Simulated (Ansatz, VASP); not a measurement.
# Cross-check of VSe2 between VASP and Ansatz, part 2 of 2

Aim: how closely do two programs agree when they are given the same cell, functional and k mesh? Of the first pair: The structure shown is the start of the Ansatz relaxation below; VASP solves that cell, so the two are compared at the walk's first step.

VASP 6.6.1 and Ansatz 0.2.0.

So far: Set-up; Ansatz: relaxation, PBEsol; VASP: single point, PBEsol, start cell, pair 1.

### Step 4. Side by side

Known differences besides the potentials themselves: VASP starts from the moments at which Ansatz ended; Ansatz cuts the interaction across the vacuum, VASP repeats the sheet with a dipole correction; the data sets hold 45 valence electrons in Ansatz (on its default PAW (the set named soft_2) files) and 25 in VASP; Ansatz makes its cores anew for this functional, VASP keeps those of its PBE data sets; Ansatz takes its cutoff from its data sets, VASP runs at 400 eV. Total energies have different zeros and are not compared.

Forces (eV/Å; atoms numbered as in POSCAR):

```
atom        Ansatz x, y, z          VASP x, y, z
  V1   0.000, 0.000, 0.000   0.000, 0.000, 0.000
 Se2   0.000, 0.000, 0.437   0.000, 0.000, 0.472
 Se3  0.000, 0.000, -0.437  0.000, 0.000, -0.472
```

The forces differ by 16 meV/Å r.m.s., which is 7.3 % of the r.m.s. force of 0.222 eV/Å (both taken over all components). Moments aren't recorded for both runs of this pair, so they may hold unlike magnetic states. With vacuum in the cell, a pressure given here is an average over mostly empty space and none of the material.

### Step 5. Further runs

Further runs change the set-up of one program: Ansatz's method, potentials or start, or VASP's data sets, cutoff or form of LDA. The table gives that difference for each run.

```
                                                          run  r.m.s. force difference (meV/Å)
                                                     as above                               16
VASP with the data sets V and Se_sv_GW and a cutoff of 620 eV                               18
```

### Step 6. Ansatz: relaxation, PBEsol

This run makes the geometry at which the two programs are then compared.

The structure compared here is the end of the Ansatz relaxation.

File input.yaml:

```yaml
crystal:
  lattice:
    - [3.3, 0.0, 0.0]
    - [-1.65, 2.85788, 0.0]
    - [0.0, 0.0, 20.0]
  atoms:
    - { symbol: V, position: [0.0, 0.0, 0.5], spin: 0.61 }
    - { symbol: Se, position: [0.333333, 0.666667, 0.57659] }
    - { symbol: Se, position: [0.666667, 0.333333, 0.42341] }
  periodic: [true, true, false]
kpoints:
  mp_grid: { grid: [15, 15, 1] }
hamiltonian:
  xc: pbesol
scf:
  occupations: { method: gaussian, width: 0.1 }
output:
  forces: true
  stress: true
  eigenvalues: true
  populations: true
  write_density: true
  write_potential: true
  elf: true
  volumetric_format: npy
magnetization:
  spin_polarized: true
relax:
  adjacent_minimum: "off"
  f_tol: 0.005
  max_steps: 80
  cell: { stress_2d_tol: 0.02 }
```

On the command line:

```sh
$ ansatz run input.yaml --threads 8 --pin off --max-ram 14336MiB --backend cpu --events-out ev --progress --plain --runs-dir out
```

Numbers of over 12 decimals in the logs are rounded to 6 here.

What it wrote:

```text
[...]
SCF iter   1: F=—  HF=-13735.818531 eV  |F-HF|=—  |Δ(HF+E_count)|=         —  Δρ=4.68e-6 (↑4.40e-6 ↓4.68e-6)  dr2=4.34e-8  dr2_m=8.13e-10  M=0.421 μB ∫|m|=0.546 μB  β_m=0.65  ethr=4.77e-7  ⟨swp⟩=6.2  Hψ=14277  notcnv=0
[...]
- [0, 0, 29.927200]
  atoms:
    - { symbol: V, position: [0, 0, 0.334144] }
    - { symbol: Se, position: [0.333333, 0.666667, 0.386855] }
    - { symbol: Se, position: [0.666667, 0.333333, 0.281434] }
--- Löwdin populations: 3 sites ---
  site symbol       q [e]    m [muB]
     0      V     12.4270     0.4809
     1     Se     16.1849    -0.0327
     2     Se     16.1849    -0.0327
  spilling = 0.004517 (of n_electrons = 45.000000)
[key lines of the parts left out:]
SCF converged after 7 iterations
Magnetization: 0.4207 μB (22.7104 up, 22.2896 down)
Free energy (F): -13735.818528 eV
Fermi energy:    -5.024329 eV
P = ½ c Tr σ = -0.0017 N/m
```

### Step 7. VASP: single point, PBEsol, relaxed cell, pair 2

The same cell, functional, mesh and smearing now go to VASP, with its own data sets.

File INCAR:

```
SYSTEM = VSe2
PREC = Accurate
ENCUT = 400
EDIFF = 1E-06
NELM = 200
ISMEAR = 0
SIGMA = 0.1
LREAL = .FALSE.
ALGO = Normal
GGA = PS
NBANDS = 21
ISPIN = 2
MAGMOM = 0.39 -0.02 -0.02
LASPH = .TRUE.
LMAXMIX = 4
LORBIT = 11
LWAVE = .FALSE.
LCHARG = .FALSE.
ISIF = 2
LDIPOL = .TRUE.
IDIPOL = 3
DIPOL = 0.5 0.5 0.334
LVHAR = .TRUE.
GGA_COMPAT = .FALSE.
NELMDL = -8
KPAR = 2
```

File POSCAR:

```
VSe2
1.0
    3.2654888817      0.0000000000      0.0000000000
   -1.6327444409      2.8279963274      0.0000000000
    0.0000000000      0.0000000000     29.9272000000
V Se
1 2
Direct
    0.0000000000      0.0000000000      0.3341441899
    0.3333333333      0.6666666667      0.3868546460
    0.6666666667      0.3333333333      0.2814337338
```

File KPOINTS:

```
Automatic mesh
0
Gamma
15 15 1
0 0 0
```

PAW data sets: V_sv and Se (PBE family, release 64).

On the command line:

```sh
$ mpirun -np 2 vasp_std
```

What it wrote:

```text
[banner, memory and clock lines left out]
running    2 mpi-ranks, on    1 nodes
[...]
[... a notice as in an earlier step ...]

 LDA part: xc-table for (Slater+PW92), standard interpolation
 POSCAR, INCAR and KPOINTS ok, starting setup
[...]
entering main loop
       N       E                     dE             d eps       ncg     rms          rms(c)
DAV:   1     0.130904712763E+03    0.13090E+03   -0.11050E+04  3076   0.706E+02
DAV:   2    -0.108108048208E+02   -0.14172E+03   -0.13871E+03  2942   0.204E+02
DAV:   3    -0.220021812612E+02   -0.11191E+02   -0.11023E+02  2763   0.499E+01
DAV:   4    -0.222518323539E+02   -0.24965E+00   -0.24936E+00  2771   0.824E+00
[...]
DAV:  35    -0.194525978784E+02   -0.22400E-04   -0.27776E-07  1917   0.245E-03    0.943E-04
DAV:  36    -0.194525998899E+02   -0.20115E-05   -0.27645E-08  1901   0.111E-03    0.584E-04
DAV:  37    -0.194526005901E+02   -0.70027E-06   -0.31902E-08  1649   0.105E-03
   1 F= -.19452601E+02 E0= -.19448063E+02  d E =-.907598E-02  mag=     0.4202
```

OUTCAR, selected parts (step 7):

```text
  Total       -0.0682208     -0.0682208     -0.0430116      0.0000000      0.0000000     -0.0000000
  in kB       -0.3954888     -0.3954888     -0.2493464      0.0000000      0.0000000     -0.0000000
  external PRESSURE =      -0.3467747 kB  Pullay stress =       0.0000000 kB

 POSITION                                       TOTAL-FORCE (eV/Angst)
 -----------------------------------------------------------------------------------
      0.00000      0.00000     10.00000         0.000000      0.000000     -0.000000
     -0.00000      1.88533     11.57748         0.000000     -0.000000      0.033691
      1.63274      0.94267      8.42252        -0.000000      0.000000     -0.033691
 -----------------------------------------------------------------------------------
    total drift:                                0.000000      0.000000     -0.000073

  FREE ENERGIE OF THE ION-ELECTRON SYSTEM (eV)
  ---------------------------------------------------
  free  energy   TOTEN  =       -19.4526005901 eV

  energy  without entropy=      -19.4435246140  energy(sigma->0) =      -19.44806260

 magnetization (x)
# of ion       s       p       d       tot
------------------------------------------
    1        0.005   0.003   0.416   0.425
    2       -0.001  -0.024   0.003  -0.023
    3       -0.001  -0.024   0.003  -0.023
--------------------------------------------------
tot          0.003  -0.045   0.422   0.380

[... 1 part as in an earlier step ...]

[... 2 further parts left out ...]
[key lines of the parts left out:]
E-fermi :  -2.7886
```

The run ends at a pressure of -0.03 GPa, with forces up to 0.034 eV/Å.

### Step 8. Comparison

What differs besides the data sets and the points named for the pairs above, as far as they apply: the data sets hold 45 valence electrons in Ansatz (on its default PAW (the set named soft_2) files) and 25 in VASP; site moments are counted in spheres of each program's own size. Total energies have different zeros and are not compared.

The two programs side by side:

```
         quantity  Ansatz  VASP  difference
total moment (μB)    0.42  0.42        0.00
moment on V1 (μB)    0.39  0.42       -0.03
```

At this near-relaxed geometry the largest component of a force difference is 34 meV/Å. With vacuum in the cell, a pressure given here is an average over mostly empty space and none of the material.

### Step 9. Ansatz: relaxation, PBEsol

This run makes the geometry at which the two programs are then compared.

The structure compared here is the end of the Ansatz relaxation.

File input.yaml:

```yaml
crystal:
  lattice:
    - [3.2654888817, 0.0, 0.0]
    - [-1.6327444409, 2.8279963274, 0.0]
    - [0.0, 0.0, 29.9272]
  atoms:
    - { symbol: V, position: [0.0, 0.0, 0.3341441899], spin: 0.43 }
    - { symbol: Se, position: [0.3333333333, 0.6666666667, 0.386854646] }
    - { symbol: Se, position: [0.6666666667, 0.3333333333, 0.2814337338] }
  periodic: [true, true, false]
kpoints:
  mp_grid: { grid: [18, 18, 1] }
hamiltonian:
  xc: pbesol
scf:
  occupations: { method: gaussian, width: 0.15 }
output:
  forces: true
  stress: true
  eigenvalues: true
  populations: true
magnetization:
  spin_polarized: true
relax:
  adjacent_minimum: "off"
  f_tol: 0.001
  max_steps: 60
  cell: { stress_2d_tol: 0.002 }
```

On the command line:

```sh
$ ansatz run input.yaml --threads 8 --pin off --max-ram 14336MiB --backend cpu --events-out ev --progress --plain --runs-dir out
```

What it wrote:

```text
[...]
Crystal: 3 atoms, lattice volume = 276.371 Å³
Basis set: ecut = 420 eV, 5525 PW (Γ), exchange–correlation on 48×48×432 points (8 copies of the dense FFT grid, shifted against one another)
Bands: 28, of which v1, the nominal top of the filled ones, is band 23 counted from 1 (22 counted from 0)
Symmetry: 12 space group operations
[...]
- [0, 0, 29.9272]
  atoms:
    - { symbol: V, position: [0, 0, 0.3341441899] }
    - { symbol: Se, position: [0.333333, 0.666667, 0.386888] }
    - { symbol: Se, position: [0.666667, 0.333333, 0.281401] }
--- Löwdin populations: 3 sites ---
  site symbol       q [e]    m [muB]
     0      V     12.4295     0.4277
     1     Se     16.1834    -0.0269
     2     Se     16.1834    -0.0269
  spilling = 0.004527 (of n_electrons = 45.000000)
[key lines of the parts left out:]
SCF converged after 11 iterations
Magnetization: 0.3786 μB (22.6893 up, 22.3107 down)
Free energy (F): -13735.824591 eV
Fermi energy:    -5.008753 eV
P = ½ c Tr σ = -0.0001 N/m
```

### Step 10. VASP: single point, PBEsol, relaxed cell, pair 3

The same cell, functional, mesh and smearing now go to VASP, with its own data sets.

INCAR: that of step 7 with these lines changed.

```diff
@@ -6,3 +6,3 @@
 ISMEAR = 0
-SIGMA = 0.1
+SIGMA = 0.15
 LREAL = .FALSE.
@@ -12,3 +12,3 @@
 ISPIN = 2
-MAGMOM = 0.39 -0.02 -0.02
+MAGMOM = 0.35 -0.02 -0.02
 LASPH = .TRUE.
```

File POSCAR:

```
VSe2
1.0
    3.2634690974      0.0000000000      0.0000000000
   -1.6317345487      2.8262471428      0.0000000000
    0.0000000000      0.0000000000     29.9272000000
V Se
1 2
Direct
    0.0000000000      0.0000000000      0.3341441899
    0.3333333333      0.6666666667      0.3868875202
    0.6666666667      0.3333333333      0.2814008596
```

File KPOINTS:

```
Automatic mesh
0
Gamma
18 18 1
0 0 0
```

On the command line:

```sh
$ mpirun -np 2 vasp_std
```

What it wrote:

```text
[... set-up lines as in an earlier step ...]
 entering main loop
       N       E                     dE             d eps       ncg     rms          rms(c)
DAV:   1     0.133165369351E+03    0.13317E+03   -0.11016E+04  4204   0.706E+02
DAV:   2    -0.113344905612E+02   -0.14450E+03   -0.14124E+03  4126   0.206E+02
DAV:   3    -0.220315815353E+02   -0.10697E+02   -0.10568E+02  3822   0.497E+01
DAV:   4    -0.222565120601E+02   -0.22493E+00   -0.22472E+00  3892   0.798E+00
[...]
DAV:  36    -0.194586375556E+02   -0.62953E-05   -0.50705E-08  2525   0.947E-04    0.310E-04
DAV:  37    -0.194586404486E+02   -0.28930E-05   -0.61190E-08  2385   0.134E-03    0.594E-04
DAV:  38    -0.194586410088E+02   -0.56017E-06   -0.15365E-08  2393   0.923E-04
   1 F= -.19458641E+02 E0= -.19448090E+02  d E =-.211017E-01  mag=     0.3791
```

Parts of OUTCAR (step 10):

```text
  Total       -0.0660938     -0.0660938     -0.0421648      0.0000000      0.0000000     -0.0000000
  in kB       -0.3836324     -0.3836324     -0.2447402      0.0000000      0.0000000     -0.0000000
  external PRESSURE =      -0.3373350 kB  Pullay stress =       0.0000000 kB

 POSITION                                       TOTAL-FORCE (eV/Angst)
 -----------------------------------------------------------------------------------
      0.00000      0.00000     10.00000        -0.000000     -0.000000     -0.000000
     -0.00000      1.88416     11.57846        -0.000000      0.000000      0.033580
      1.63173      0.94208      8.42154         0.000000     -0.000000     -0.033580
 -----------------------------------------------------------------------------------
    total drift:                                0.000000      0.000000     -0.000024

  FREE ENERGIE OF THE ION-ELECTRON SYSTEM (eV)
  ---------------------------------------------------
  free  energy   TOTEN  =       -19.4586410088 eV

  energy  without entropy=      -19.4375393461  energy(sigma->0) =      -19.44809018

 magnetization (x)
# of ion       s       p       d       tot
------------------------------------------
    1        0.004   0.003   0.371   0.379
    2       -0.001  -0.020   0.002  -0.019
    3       -0.001  -0.020   0.002  -0.019
--------------------------------------------------
tot          0.003  -0.037   0.376   0.341

[... 3 further parts left out ...]
[key lines of the parts left out:]
E-fermi :  -2.7700
```

The run ends at a pressure of -0.03 GPa, with forces up to 0.034 eV/Å.

### Step 11. Side by side

What differs besides the data sets and the points named for the pairs above, as far as they apply: the data sets hold 45 valence electrons in Ansatz (on its default PAW (the set named soft_2) files) and 25 in VASP; the cutoff is 420 eV in Ansatz and 400 eV in VASP. Total energies have different zeros and are not compared.

Both answers:

```
         quantity  Ansatz  VASP  difference
total moment (μB)    0.38  0.38        0.00
moment on V1 (μB)    0.35  0.38       -0.03
```

At this near-relaxed geometry the largest component of a force difference is 34 meV/Å. With vacuum in the cell, a pressure given here is an average over mostly empty space and none of the material.

### Step 12. Results

```yaml
r_m_s_force_difference_single_point_pbesol_start_cell_pair_1: 7.3 % of the r.m.s. force
r_m_s_force_difference_single_point_pbesol_relaxed_cell_pair_2: 16 meV/Å
r_m_s_force_difference_single_point_pbesol_relaxed_cell_pair_3: 16 meV/Å
```

In words: The r.m.s. force difference is 7.3 % of the r.m.s. force (single point, PBEsol, start cell, pair 1), beyond the 3 % picked in this series as the mark of a large difference. The data sets hold unlike numbers of valence electrons (45 in Ansatz and 25 in VASP), so part of the differences comes from the potentials. For single point, PBEsol, start cell, pair 1, no further run moves any of the tabulated differences by more than a quarter of its size. What causes the difference of the single point, PBEsol, relaxed cell, pair 2 pair stays open here. What causes the difference of the single point, PBEsol, relaxed cell, pair 3 pair stays open here. How closely two codes agree says nothing of how well the functional describes the real material.

[Lines on the potential files, build, host, timing and source positions are cut from VASP's logs without a mark.]

[Logs are printed without paths, hosts, clocks, repeated set-up lines and the standing remarks that a program may print on its own settings, such as how far it seeks lower states.]

[Hosts, paths, dates, database ids (printed as entryN), source tags and the programs' standing remarks are cut or masked in the printed files.]
